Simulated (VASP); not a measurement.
VASP input:

INCAR:
```
SYSTEM = Ba
PREC = Accurate
ENCUT = 400
EDIFF = 1E-6
NELM = 100
ALGO = Normal
LREAL = .FALSE.
LASPH = .TRUE.
ISMEAR = 1
SIGMA = 0.1
GGA = PE
LMAXMIX = 4
LWAVE = .FALSE.
LCHARG = .FALSE.
ISIF = 2
```

KPOINTS:
```
Automatic mesh
0
Gamma
8 8 8
0 0 0
```

POSCAR:
```
Ba
1
   -2.5602000000     2.5602000000     2.5602000000
    2.5602000000    -2.5602000000     2.5602000000
    2.5602000000     2.5602000000    -2.5602000000
Ba
1
Direct
  0.0000000000   0.0000000000   0.0000000000
```

POTCAR, in this order: Ba_sv (PBE.64 set). Program: vasp_gam.

Output of the run:

standard output:
```
 POSCAR found type information on POSCAR Ba
 POSCAR found :  1 types and       1 ions
 Reading from existing POTCAR
 Reading from existing POTCAR
 LDA part: xc-table for (Slater+PW92), standard interpolation

 -----------------------------------------------------------------------------
|                                                                             |
|     EEEEEEE  RRRRRR   RRRRRR   OOOOOOO  RRRRRR      ###     ###     ###     |
|     E        R     R  R     R  O     O  R     R     ###     ###     ###     |
|     E        R     R  R     R  O     O  R     R     ###     ###     ###     |
|     EEEEE    RRRRRR   RRRRRR   O     O  RRRRRR       #       #       #      |
|     E        R   R    R   R    O     O  R   R                               |
|     E        R    R   R    R   O     O  R    R      ###     ###     ###     |
|     EEEEEEE  R     R  R     R  OOOOOOO  R     R     ###     ###     ###     |
|                                                                             |
|     You are using the Gamma-point-only version with more than one           |
|     k-point or some other non-Gamma k-point.                                |
|                                                                             |
|       ---->  I REFUSE TO CONTINUE WITH THIS SICK JOB ... BYE!!! <----       |
|                                                                             |
 -----------------------------------------------------------------------------
```

Read input and log: which fault does this run have?
A. the Γ-only program was given a k-mesh
B. LDAUL, LDAUU and LDAUJ hold more entries than there are species
C. NSW is too small for the relaxation to finish
D. POTIM is too large for the ionic optimiser

A, the Γ-only program was given a k-mesh. VASP stops with an error: You are using the Gamma-point-only version with more than one k-point or some other non-Gamma k-point. ----> I REFUSE TO CONTINUE WITH THIS SICK JOB ... BYE!!! <----

To mend it, run vasp_std.

The mended run (PBE GGA, plane waves, VASP's PBE PAW potentials (set 64)) converges, and its OSZICAR ends with
```
   1 F= -.19057976E+01 E0= -.19059942E+01  d E =0.589734E-03
```

The compound is Ba in the bcc structure. The cell was not relaxed at this level.
